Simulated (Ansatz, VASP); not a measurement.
# Cross-check of EuMn2As2 between VASP and Ansatz

Wanted: the spread between two codes on one cell, functional and k mesh. The cell comes out of the VASP series on this material, whose earlier steps may have relaxed, scaled or displaced it; both programs get it as it stands.

Method: plane waves, with VASP 6.6.1 beside it; single point at PBEsol with D3(BJ), DFT+U, in Ansatz 0.2.0.

### Step 1. The starting structure

The structure is trigonal, space group P-3m1 (No. 164). The conventional cell has a = 4.291 Å, b = 4.291 Å, c = 7.041 Å, α = 90.00°, β = 90.00°, γ = 120.00°. Nearest to Eu lie 6 As at 3.05 Å. Nearest to Mn lie 4 As at 2.61 to 2.67 Å. Nearest to As lie 4 Mn at 2.61 to 2.67 Å and 3 Eu at 3.05 Å. Farther neighbours are not listed.

### Step 2. Ansatz: single point, PBEsol with D3(BJ), DFT+U

Ansatz runs on its PAW soft_1 files.

With cell and atoms fixed, the geometry can't cause a difference; cores, projectors, grids and the points listed under the comparison can.

input.yaml

```yaml
crystal:
  lattice:
    - [4.2906763481, 0.0, 0.0]
    - [-2.1453381741, 3.7158347169, 0.0]
    - [0.0, 0.0, 7.0413645669]
  atoms:
    - { symbol: Eu, position: [0.0, 0.0, 0.0], spin: 7.0 }
    - { symbol: Mn, position: [0.66666667, 0.33333333, 0.3685148667], spin: 4.0 }
    - { symbol: Mn, position: [0.33333333, 0.66666667, 0.6314851333], spin: 4.0 }
    - { symbol: As, position: [0.66666667, 0.33333333, 0.7475905533] }
    - { symbol: As, position: [0.33333333, 0.66666667, 0.2524094467] }
hamiltonian:
  xc: pbesol
  pseudopotentials: { kind: paw, azcp: { folder: soft_1 }, xc_functional: pbe }
  dispersion: d3bj
  hubbard:
    sites:
      - { species: Eu, l: f, u_eff: 5.0 }
      - { species: Mn, l: d, u_eff: 5.0 }
magnetization:
  spin_polarized: true
kpoints:
  mp_grid: { grid: [6, 6, 3] }
scf:
  occupations: { method: methfessel_paxton, width: 0.2 }
  n_extra_bands: 14
output:
  forces: true
  stress: true
  eigenvalues: true
```

Command:

```console
$ ansatz run input.yaml --threads 2 --pin off --max-ram 4608MiB --backend cpu --events-out ev --progress --plain --runs-dir out
```

Numbers of over 12 decimals in the logs are rounded to 6 here.

Output:

```text
Warning: the band count 53 (scf.n_extra_bands) hosts the net moment |M| = 15.0000 μB (N_el = 77) but caps the reachable moment at 2·n_bands − N_el = 29.0000 μB, below the 56 bands that the automatic rule leaves for it — a moment growing past the seed, or the majority channel's smearing tail, pins there with fewer empty majority states than that count leaves; raise or omit scf.n_extra_bands unless the cap is intended
Eu: projections on atomic orbitals take those of the free atom [Kr 4d10] 4f7 5s2 5p6 5d0 6s2, of charge +0.00 (hamiltonian.pseudopotentials.projection_atoms); the dataset's partial waves leave at most 1.1e-3 of an orbital's norm unspanned inside its sphere
Mn: projections on atomic orbitals take those of the free atom [Ne] 3s2 3p6 3d5 4s2, of charge +0.00 (hamiltonian.pseudopotentials.projection_atoms); the dataset's partial waves leave at most 9.1e-7 of an orbital's norm unspanned inside its sphere
As: projections on atomic orbitals take those of the free atom [Ar] 3d10 4s2 4p3, of charge +0.00 (hamiltonian.pseudopotentials.projection_atoms); the dataset's partial waves leave at most 1.8e-6 of an orbital's norm unspanned inside its sphere
scf.n_extra_bands = 14 over 39 filled bands (N_el = 77.0): the run solves 53 bands
Engine: ansatz 0.2.0, aarch64-unknown-linux-gnu
Pseudopotentials: kind: paw
Pseudopotential: Eu, paw, valence charge 17, recommended cutoff 420 eV (normal), soft_1/Eu.paw.azcp
Pseudopotential: Mn, paw, valence charge 15, recommended cutoff 420 eV (normal), soft_1/Mn.paw.azcp
Pseudopotential: As, paw, valence charge 15, recommended cutoff 420 eV (normal), soft_1/As.paw.azcp
Functional definition: PBEsol
  exchange = pbesol_x
  correlation = pbesol_c
Crystal: 5 atoms, lattice volume = 112.264 Å³
Basis set: ecut = 420 eV, 2189 PW (Γ), exchange–correlation on 60×60×96 points (8 copies of the dense FFT grid, shifted against one another)
Bands: 53, of which v1, the nominal top of the filled ones, is band 39 counted from 1 (38 counted from 0)
Symmetry: 12 space group operations
Space group: P-3m1 (ITA 164), of the structure as read, at distance tolerance 4.8e-5 Å
Magnetic group: BNS 164.85 (UNI 1315), of the structure as read, at distance tolerance 4.8e-5 Å
k-points: 17 of 108
Non-local potential: Eu, projectors of the file, l = 0: 3, l = 1: 2, l = 2: 2, l = 3: 3
Non-local potential: Mn, projectors of the file, l = 0: 3, l = 1: 2, l = 2: 3, l = 3: 1
Non-local potential: As, projectors of the file, l = 0: 2, l = 1: 2, l = 2: 3, l = 3: 1
PAW form: soft (Blöchl's): semilocal exchange-correlation on the pseudo side does not see the compensation charge
PAW frozen core: Eu, regenerated for the run's functional, and the local potential with it (the file was generated under x = pbe(κ = 0.804, μ = 0.219515), c = pbe(β = 0.066725))
PAW frozen core: Mn, regenerated for the run's functional, and the local potential with it (the file was generated under x = pbe(κ = 0.804, μ = 0.219515), c = pbe(β = 0.066725))
PAW frozen core: As, regenerated for the run's functional, and the local potential with it (the file was generated under x = pbe(κ = 0.804, μ = 0.219515), c = pbe(β = 0.066725))
PAW one-centre angular grid: Eu, 590 points (default); XC on 64 Gauss nodes
PAW one-centre angular grid: Mn, 590 points (default); XC on 64 Gauss nodes
PAW one-centre angular grid: As, 590 points (default); XC on 64 Gauss nodes
Initial density: superposition of atomic densities (chi_scale 0.1, normalization cell)
Starting moments: Σ|m| = 15 μB on 3 of 5 sites
Initial wavefunctions: pseudopotential atomic-orbital guess
Functional: x = pbesol(κ = 0.804, μ = 0.123457), c = pbesol(β = 0.046)
SCF iter   1: F=—  HF=-26026.987954 eV  |F-HF|=—  |Δ(HF+E_count)|=         —  Δρ=1.75e-1 (↑1.75e-1 ↓1.34e-1)  dr2=4.98e0  dr2_m=2.43e1  M=16.966 μB ∫|m|=17.149 μB  β_m=1.00  ethr=3.10e-3  ⟨swp⟩=5.5  Hψ=5766  notcnv=0
preconditioner: auto → Resta (q_TF=auto, 2.562 Å⁻¹)  ε∞=5.5  [insulator: Δε(μ)=0.138 eV  Ē_g=10.269 eV  σ=0.200 eV  W_gap=0.55  n_scr=34 (ndim 8)  ℏωp=21.9 eV  f_vac=0.003  D(μ)=0.17/eV (n_scr^D=0)  ε∞_Penn≈5.5]
spin=Collinear: Resta preconditioning applied to the charge; magnetization (m = ρ↑ − ρ↓) channel mixes plain (no charge-response kernel on spin).
SCF iter   2: F=—  HF=-26020.948168 eV  |F-HF|=—  |Δ(HF+E_count)|=    6.04e0  S|Δr|=    0.00e0  Δρ=2.96e-2 (↑2.96e-2 ↓1.58e-2)  dr2=1.63e0  dr2_m=3.58e-1  M=16.948 μB ∫|m|=17.163 μB  β_m=1.00  ethr=3.10e-3  ⟨swp⟩=3.0  Hψ=4226  notcnv=0  defer=130
SCF iter   3: F=—  HF=-26023.572776 eV  |F-HF|=—  |Δ(HF+E_count)|=    2.62e0  S|Δr|=    0.00e0  Δρ=7.21e-3 (↑7.21e-3 ↓6.16e-3)  dr2=2.60e-1  dr2_m=2.52e-3  M=16.942 μB ∫|m|=17.134 μB  β_m=1.00  ethr=2.12e-3  ⟨swp⟩=3.3  Hψ=3686  notcnv=0  defer=131
SCF iter   4: F=—  HF=-26026.356206 eV  |F-HF|=—  |Δ(HF+E_count)|=    2.78e0  S|Δr|=    0.00e0  Δρ=3.38e-3 (↑2.60e-3 ↓3.38e-3)  dr2=4.46e-2  dr2_m=3.73e-3  M=16.931 μB ∫|m|=17.123 μB  β_m=0.30  ethr=3.38e-4  ⟨swp⟩=2.5  Hψ=3506  notcnv=0  defer=124
[...]
SCF iter   9: F=—  HF=-26029.479706 eV  |F-HF|=—  |Δ(HF+E_count)|=   7.54e-2  S|Δr|=    0.00e0  Δρ=1.81e-3 (↑1.79e-3 ↓1.81e-3)  dr2=3.13e-5  dr2_m=3.32e-3  M=16.935 μB ∫|m|=17.142 μB  β_m=0.30  ethr=3.37e-7  ⟨swp⟩=3.0  Hψ=3321  notcnv=0  defer=124
SCF iter  10: F=—  HF=-26029.517269 eV  |F-HF|=—  |Δ(HF+E_count)|=   3.76e-2  S|Δr|=    0.00e0  Δρ=1.53e-3 (↑1.53e-3 ↓1.38e-3)  dr2=3.93e-5  dr2_m=2.18e-3  M=16.936 μB ∫|m|=17.144 μB  β_m=0.30  ethr=4.07e-8  ⟨swp⟩=3.4  Hψ=3781  notcnv=0  defer=124
Mixer restart at iter 10: flushing history
spin-set hold released at iteration 10 (site moments contracting): the magnetisation degrees of freedom join the quasi-Newton model from the next iteration; the mixer history was flushed
SCF iter  11: F=—  HF=-26029.536204 eV  |F-HF|=—  |Δ(HF+E_count)|=   1.89e-2  S|Δr|=    0.00e0  Δρ=1.10e-3 (↑1.01e-3 ↓1.10e-3)  dr2=1.07e-5  dr2_m=1.15e-3  M=16.937 μB ∫|m|=17.147 μB  β_m=0.65  ethr=4.07e-8  ⟨swp⟩=3.0  Hψ=3643  notcnv=0  defer=124
SCF iter  12: F=—  HF=-26029.555876 eV  |F-HF|=—  |Δ(HF+E_count)|=   1.97e-2  S|Δr|=    0.00e0  Δρ=8.49e-4 (↑8.49e-4 ↓1.04e-4)  dr2=5.57e-4  dr2_m=2.28e-4  M=16.938 μB ∫|m|=17.151 μB  β_m=0.50  ethr=1.38e-8  ⟨swp⟩=3.6  Hψ=4519  notcnv=0  defer=124
SCF iter  13: F=—  HF=-26029.555596 eV  |F-HF|=—  |Δ(HF+E_count)|=   2.80e-4  S|Δr|=    0.00e0  Δρ=2.23e-4 (↑2.23e-4 ↓1.49e-4)  dr2=6.96e-6  dr2_m=3.54e-5  M=16.939 μB ∫|m|=17.152 μB  β_m=0.75  ethr=1.38e-8  ⟨swp⟩=3.0  Hψ=3572  notcnv=0  defer=124
SCF iter  14: F=—  HF=-26029.555616 eV  |F-HF|=—  |Δ(HF+E_count)|=   1.97e-5  S|Δr|=    0.00e0  Δρ=9.19e-5 (↑9.19e-5 ↓3.14e-5)  dr2=3.71e-6  dr2_m=3.81e-6  M=16.939 μB ∫|m|=17.153 μB  β_m=0.87  ethr=9.04e-9  ⟨swp⟩=2.1  Hψ=2703  notcnv=0  defer=124
SCF iter  15: F=—  HF=-26029.555616 eV  |F-HF|=—  |Δ(HF+E_count)|=   1.80e-7  S|Δr|=    0.00e0  Δρ=8.34e-6 (↑8.34e-6 ↓4.36e-6)  dr2=1.57e-7  dr2_m=1.09e-8  M=16.939 μB ∫|m|=17.153 μB  β_m=0.71  ethr=4.82e-9  ⟨swp⟩=2.3  Hψ=2520  notcnv=0  defer=121
SCF iter  16: F=-26029.555615 eV  HF=-26029.555615 eV  |F-HF|=1.05e-8  |Δ(HF+E_count)|=   7.27e-8  S|Δr|=    0.00e0  Δρ=2.28e-6 (↑2.28e-6 ↓1.95e-6)  dr2=1.11e-8  dr2_m=2.63e-9  M=16.939 μB ∫|m|=17.153 μB  ethr=1.30e-10  ⟨swp⟩=13.9  Hψ=9617  notcnv=0
WARN: dispersion: an atom stands within reach of a switch of its C6 between two reference coordination numbers of its element: through that C6 alone, e_disp changes by 0.025 eV or more while the distances to its neighbours run over a stretch of 0.05 Å that contains this geometry (sites counted from 0 in the run's list of atoms or, in a supercell that it derives, in that cell's: here a list of 5) — site 1 (Mn): coordination number 5.324 (about 4.91 to 5.74 with every neighbour 0.05 Å farther or nearer), switch near 5.763 between the references 1.641 (weight 1.00) and 9.885 (weight 0.00), e_disp changing by some 0.04 eV; [rest of the remark cut]
SCF 1 converged in 16 iterations: F = -26029.555615 eV  dr2 = 1.11e-8
  greatest PAW one-centre occupation: 1.000 electrons in one spin orbital (limit 2), on the Eu atom at site 0 (counted from 0), in its partial waves of l = 0
this state was not tested for a lower state beside it, because cold or Methfessel-Paxton smearing, or corrected tetrahedra, fill the levels in a way that the test cannot read (fill_not_monotonic; see scf.lower_state_search)
SCF converged after 16 iterations
Magnetization: 16.9394 μB (46.9697 up, 30.0303 down)
Absolute magnetization: 17.1533 μB (∫|ρ↑−ρ↓|, with the PAW one-centre terms)
Spin contamination: 0.0858 ħ² per cell (⟨S²⟩ above its minimum at these occupations)
Per-site moments (μB) at R_I (Å): [(6.906284, 1.257648), (4.451666, 1.076064), (4.451666, 1.076064), (-0.039904, 1.076064), (-0.039904, 1.076064)]
Free energy (F): -26029.555615 eV
Harris-Foulkes:  -26029.555615 eV  (|F-HF|=1.05e-8)
Internal energy: -26029.558260 eV  (E = F + TS)
E sigma→0 (E₀):  -26029.556276 eV
Entropy (-TS):   0.002644 eV (0.529 meV/atom)
Fermi energy:    11.179727 eV
Step filling:    the computed levels leave a gap of 0.2026 eV = 1.0 smearing widths at the electron count; against every level under it full and every level over it empty, smearing changes F+E_penalty+E_count by +1.616 meV and its σ→0 estimate by +0.955 meV
--- Per-component energies (eV) ---
  E_band       = -1100.132528
  E_kinetic    = 1115.364642
  E_local      = -11104.493061  (includes V_loc(G=0)·N_el)
  E_nonlocal   = 827.322862
  E_hartree    = 4988.046903
  E_xc         = -498.697480
  E_vxc        = -591.711268  (∫ρ·V_xc dr)
  E_hubbard    = 1.547302  (on-site DFT+U / exact-exchange correction)
  E_vhub       = -40.421412  (the Hubbard potential's part of the band-sum identity)
  E_paw        = -12910.205608  (= ΣΔE_a)
  E_vpaw       = -1282.286518  (= ΣTr[D̂ρ^β])
  E_aug_tail   = 0.000188  (compensation charges beyond the density's cutoff)
  E_ewald      = -8449.265267
  E_disp       = -2.038628  (pairwise vdW)
  E_core_change = 2.859888  (= ΣΔE_core)
  E_smearing   = 0.002644  (= −TS)
  E_closure    = 0.000000  (closes the sum)
  Σ components = -26029.555615   (vs F -26029.555615, Δ=0.00e0)
--- Forces (eV/Å), atoms counted from 1 ---
  atom   1  Eu    -0.00000000     0.00000000     0.00000000
  atom   2  Mn    -0.00000000    -0.00000000    -0.05200349
  atom   3  Mn     0.00000000     0.00000000     0.05200349
  atom   4  As    -0.00000000    -0.00000000     0.03596940
  atom   5  As     0.00000000     0.00000000    -0.03596940
  max |Σ_I F_I| component: 2.78e-17 eV/Å
--- Stress (GPa, compression-positive) ---
        0.553910       0.000000       0.000000
        0.000000       0.553910       0.000000
       -0.000000       0.000000       0.561359
  P = ⅓ Tr σ = 0.5564 GPa (5.564 kbar)
--- Band table (eV; the first three rows and the last of 34) ---
  k-point 0 ↑: bands = [... 35 lower, 9.2986, 9.4452, 9.4452, 9.5979, 9.5979, 9.6038, 9.6540, 9.6540, ... 10 higher]
  k-point 1 ↑: bands = [... 35 lower, 9.2106, 9.3588, 9.3588, 9.5716, 9.6523, 9.6523, 9.7319, 9.8941, ... 10 higher]
  k-point 2 ↑: bands = [... 35 lower, 8.4632, 9.0324, 9.2700, 9.4095, 9.4632, 9.6203, 9.6639, 9.6753, ... 10 higher]
  k-point 16 ↓: bands = [... 35 lower, 13.6250, 13.6250, 13.8734, 13.8734, 14.7748, 15.2965, 15.3578, 15.3578, ... 10 higher]
Occupation matrices written to <dir>
```

Run time: 29 s. Hardware: 2 threads of Arm Neoverse N1, shared host; peak memory 0.59 GiB.

The run ends at a pressure of 0.56 GPa, with forces up to 0.052 eV/Å.

(Part 1 of 2 ends here.)

[Lines on the potential files, build, host, timing and source positions are cut from VASP's logs without a mark.]

[Logs are printed without paths, hosts, clocks, repeated set-up lines and the standing remarks that a program may print on its own settings, such as how far it seeks lower states.]

[Hosts, paths, dates, database ids (printed as entryN), source tags and the programs' standing remarks are cut or masked in the printed files.]
